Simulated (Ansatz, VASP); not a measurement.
# NbAs: VASP beside Ansatz, part 2 of 2

Wanted: the spread between two codes on one cell, functional and k mesh. The cell is taken from a series of runs on this material, whose earlier steps may have relaxed, scaled, displaced or heated it; both programs get it as it stands.

VASP 6.6.1 and Ansatz 0.2.0.

So far: The structure; Ansatz: relaxation of cell and atoms, PBE; VASP: relaxation of cell and atoms, PBE.

**3. VASP: relaxation of cell and atoms, PBE (continued)**

Level of this step: PBE; plane waves and PAW (Nb_sv, As) (VASP).

Numbers of over 12 decimals in the logs are rounded to 6 here.

From OUTCAR (step 3):

```text
ion  position               nearest neighbor table
   1  0.999  0.999  0.000-   4 2.63   4 2.63   3 2.64   3 2.64   3 2.64   3 2.64
   2  0.749  0.249  0.500-   3 2.63   3 2.63   4 2.64   4 2.64   4 2.64   4 2.64
   3  0.417  0.417  0.000-   2 2.63   2 2.63   1 2.64   1 2.64   1 2.64   1 2.64
   4  0.167  0.667  0.500-   1 2.63   1 2.63   2 2.64   2 2.64   2 2.64   2 2.64

  LATTYP: Found a body centered tetragonal cell.
 ALAT       =     3.4730340000
 C/A-ratio  =     3.3835937109

 Subroutine GETGRP returns: Found  8 space group operations
 (whereof  4 operations were pure point group operations)

The static configuration has the point symmetry C_2v.
 The point group associated with its full space group is C_4v.

 Found    163 irreducible k-points:

   k-points           NKPTS =    163   k-points in BZ     NKDIM =    163   number of bands    NBANDS=     24

   dimension x,y,z NGX =    48 NGY =   48 NGZ =   48
   dimension x,y,z NGXF=    96 NGYF=   96 NGZF=   96

   ENCUT  =  500.0 eV  36.75 Ry    6.06 a.u.  11.61 11.61 11.61*2*pi/ulx,y,z

   NELECT =      36.0000    total number of electrons

 k-points in reciprocal lattice and weights: Automatic mesh
   0.00000000  0.00000000  0.00000000       0.001
   0.08333333  0.00000000  0.00000000       0.005
   0.16666667  0.00000000 -0.00000000       0.005
   0.25000000  0.00000000  0.00000000       0.005
   0.33333333  0.00000000  0.00000000       0.005
   0.41666667  0.00000000  0.00000000       0.005
   0.50000000  0.00000000  0.00000000       0.002
   0.08333333  0.08333333  0.00000000       0.005
   0.16666667  0.08333333  0.00000000       0.009
[...]
-0.41666667 -0.41666667  0.41666667       0.001
   0.50000000  0.50000000  0.50000000       0.001

 average (electrostatic) potential at core
       1 -79.5837       2 -79.5837       3 -45.1660       4 -45.1661

 E-fermi :   9.4172

 k-point     1 :       0.0000    0.0000    0.0000
  band No.  band energies     occupation
    ...
     14       7.2344      2.00000
     15       7.4067      2.00000
     16       7.7654      2.00000
     17       8.0505      2.00000
     18       8.0505      2.00000
     19      10.0866     -0.00002
     20      10.6404     -0.00000
     21      11.7936     -0.00000
     22      12.3177     -0.00000
     23      12.3177     -0.00000
    ...

 k-point     2 :       0.0833    0.0000    0.0000
  band No.  band energies     occupation
    ...
     14       7.1604      2.00000
     15       7.4223      2.00000
     16       7.6755      2.00000
     17       8.0184      2.00000
     18       8.1819      2.00000
     19       9.9812     -0.00049
     20      10.5162     -0.00000
     21      11.6539     -0.00000
     22      12.1646     -0.00000
     23      12.5207     -0.00000
    ...

 k-point     3 :       0.1667    0.0000   -0.0000
  band No.  band energies     occupation
    ...
     14       6.9774      2.00000
     15       7.5755      2.00000
     16       7.7754      2.00000
     17       7.8719      2.00000
     18       8.4632      2.00000
     19       9.8078     -0.01855
     20      10.3466     -0.00000
     21      11.1489     -0.00000
     22      12.0285     -0.00000
     23      12.2813     -0.00000
    ...

  Total        0.0013255      0.0013255     -0.0154956      0.0000000      0.0000000      0.0000000
  in kB        0.0299593      0.0299593     -0.3502315      0.0000000      0.0000000      0.0000000
  external PRESSURE =      -0.0967709 kB  Pullay stress =       0.0000000 kB

  energy-cutoff  :      500.00
  volume of cell :       70.89
      direct lattice vectors                 reciprocal lattice vectors
    -1.736710040  1.736710040  5.875545369     0.000000000  0.287900679  0.085098483
     1.736710040 -1.736710040  5.875545369     0.287900679  0.000000000  0.085098483
     1.736710040  1.736710040 -5.875545369     0.287900679  0.287900679  0.000000000

 POSITION                                       TOTAL-FORCE (eV/Angst)
 -----------------------------------------------------------------------------------
      0.00000      0.00000     11.73815        -0.000000     -0.000000     -0.001540
     -0.00000      1.73671      2.92483         0.000000      0.000000     -0.001540
      0.00000      0.00000      4.90140        -0.000000      0.000000      0.001540
      1.73671      0.00000      1.96363         0.000000     -0.000000      0.001540
 -----------------------------------------------------------------------------------
    total drift:                               -0.000003      0.000003     -0.000091

  FREE ENERGIE OF THE ION-ELECTRON SYSTEM (eV)
  ---------------------------------------------------
  free  energy   TOTEN  =       -32.5293757922 eV

  energy  without entropy=      -32.5312240885  energy(sigma->0) =      -32.52999189

 reached required accuracy - stopping structural energy minimisation

 total charge
# of ion       s       p       d       tot
------------------------------------------
    1        2.146   6.009   2.465  10.619
    2        2.146   6.009   2.465  10.619
    3        1.199   1.631   0.072   2.901
    4        1.199   1.631   0.072   2.901
--------------------------------------------------
tot          6.688  15.279   5.074  27.042

[... 3 further parts left out ...]
```

CONTCAR:

```
NbAs
   1.00000000000000
    -1.7367100402767688    1.7367100402767688    5.8755453691860549
     1.7367100402767688   -1.7367100402767688    5.8755453691860549
     1.7367100402767688    1.7367100402767688   -5.8755453691860549
  Nb              As
     2     2
Direct
     0.9988983473387860    0.9988983473387860    0.0000000000000000
     0.7488982622387879    0.2488982622387877    0.5000000000000000
     0.4171016716612160    0.4171016716612160    0.0000000000000000
     0.1671016716612160    0.6671016716612088    0.5000000000000000
```

The run keeps the 8 symmetry operations of its start, so it cannot find a distortion of lower symmetry.

**4. Side by side**

Known differences besides the potentials themselves: the data sets hold 56 valence electrons in Ansatz (on its PAW soft_1 files) and 36 in VASP; the cutoff is 420 eV in Ansatz and 500 eV in VASP; Ansatz adds a Pulay correction to the stress that steers its cell, VASP none. Total energies have different zeros and are not compared.

Both answers:

```csv
quantity,Ansatz,VASP,difference
volume (Å³),70.87,70.89,-0.02 %
"edge a after relaxation, in the typed setting (Å)",6.368,6.368,+0.00 %
```

**5. Results**

```json
{
  "difference in volume (relaxation of cell and atoms, PBE)": "-0.020 %"
}
```

**Reading.** The difference in volume is -0.020 % (relaxation of cell and atoms, PBE), within the 1.2 % picked in this series as the mark of a large difference, as far as the stopping tolerances let one tell. The data sets hold unlike numbers of valence electrons (56 in Ansatz and 36 in VASP), so part of the differences comes from the potentials. 1 further run of this series is not shown here. How closely two codes agree says nothing of how well the functional describes the real material.

[Lines on the potential files, build, host, timing and source positions are cut from VASP's logs without a mark.]

[Logs are printed without paths, hosts, clocks, repeated set-up lines and the standing remarks that a program may print on its own settings, such as how far it seeks lower states.]

[Hosts, paths, dates, database ids (printed as entryN), source tags and the programs' standing remarks are cut or masked in the printed files.]
